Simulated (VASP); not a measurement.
A run of VASP 6.6.1 is set up as follows.

Contents of INCAR:

```
SYSTEM = ZnO
ALGO = Fast
EDIFF = 1E-6
ENCUT = 520
GGA = CA
ISIF = 2
ISMEAR = 0
LASPH = .TRUE.
LCHARG = .FALSE.
LREAL = .FALSE.
LWAVE = .FALSE.
NBANDS = 26
NELM = 80
PREC = Accurate
SIGMA = 0.03
```

The input KPOINTS:

```
k-points
0
G
  9 9 5
  0 0 0
```

POSCAR

```
ZnO                                     
1.0
    3.2865005557      0.0000000000      0.0000000000
   -1.6432502778      2.8461929680      0.0000000000
    0.0000000000      0.0000000000      5.3003902202
  Zn              O             
     2     2
Direct
     0.3333333300000021    0.6666666699999979    0.4998270304180565
     0.6666666699999979    0.3333333300000021    0.9998270304180565
     0.6666666699999979    0.3333333300000021    0.3791829695819444
     0.3333333300000021    0.6666666699999979    0.8791829695819444
```

KPOINTS_OPT

```
explicit points
141
Reciprocal
 0.0000000000  0.0000000000  0.0000000000 1
 0.0357142857  0.0000000000  0.0000000000 1
 0.0714285714  0.0000000000  0.0000000000 1
 0.1071428571  0.0000000000  0.0000000000 1
 0.1428571429  0.0000000000  0.0000000000 1
 0.1785714286  0.0000000000  0.0000000000 1
[... 133 lines left out ...]
 0.5000000000  0.0000000000  0.5000000000 1
 0.5000000000  0.0000000000  0.0000000000 1
```

Potentials or basis: VASP PAW LDA potentials, release 64 (Zn, O).

Launch:

```bash
$ cat potpaw_LDA.64/Zn/POTCAR potpaw_LDA.64/O/POTCAR > POTCAR
$ mpirun -np 1 vasp_std > vasp.out
```

What does it give for the band gap along the path?

0.67 eV, direct.

What does it give for the pressure?

-11.1 GPa.

Predict the band gap on the k mesh.

0.67 eV, direct.

What does it give for the largest force?

0.007 eV/Å.

Stress tensor (GPa, compression positive):
```
-11.15   0.00   0.00
  0.00 -11.15   0.00
  0.00   0.00 -10.92
```

**Experimental background.**

From “Electronic structure of alkaline earth and post-transition metal oxides”, 2009, arxiv:0908.1581, for a bulk crystal of ZnO: band gap 3.37 eV.

Measured gap of ZnO: 3.37 eV (quoted in “Electronic structure of alkaline earth and post-transition metal oxides”, 2009, arxiv:0908.1581). This calculation gives 0.67 eV (-2.70 eV). So large a miss can be the level of theory's own, or it may mean another phase, state or a wrong row. The value is that of LDA, without temperature or zero-point motion. Semilocal functionals fall short of measured gaps as a rule.
